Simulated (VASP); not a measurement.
```
CSi
1.0
    1.54000    -2.66736     0.00000
    1.54000     2.66736     0.00000
    0.00000     0.00000     5.05000
Si C
2 2
Direct
  0.66667   0.33333   0.50000
  0.33333   0.66667   0.00000
  0.66667   0.33333   0.87500
  0.33333   0.66667   0.37500
```

The base run (VASP): PBE GGA, plane waves, VASP's PBE PAW potentials (set 64). Settings: 520 eV cut-off, 8×8×4 Γ-centred mesh, Gaussian smearing of 0.050 eV, potentials Si C.

One setting is varied; ΔE counts from the base run. The base run took about 10 core-seconds. Times come from single runs on busy shared machines, so they are rough: good to a factor of about 2.

| setting | cost over the base run | electronic steps | ΔE (meV/atom) |
|---|---|---|---|
| base run | reference | 13 | 0.0 |
| AMIX = 0.2, BMIX = 1.0, IMIX = 1 | about 2 times | 35 | 0.0 |
| AMIX = 0.1, BMIX = 0.0001, IMIX = 1 | about 3 times | 38 | 0.0 |
| AMIX = 0.05, BMIX = 0.0001, IMIX = 1 | ? | ? | 0.0 |

Question: What belongs in the gaps?

Answer: 
- AMIX = 0.05, BMIX = 0.0001, IMIX = 1, cost over the base run: about 5 times
- AMIX = 0.05, BMIX = 0.0001, IMIX = 1, electronic steps: 71

Left out are runs that failed, have no time on record or changed the cell.

The compound is SiC in the wurtzite structure, the rare 2H polytype. The cell was not relaxed at this level.
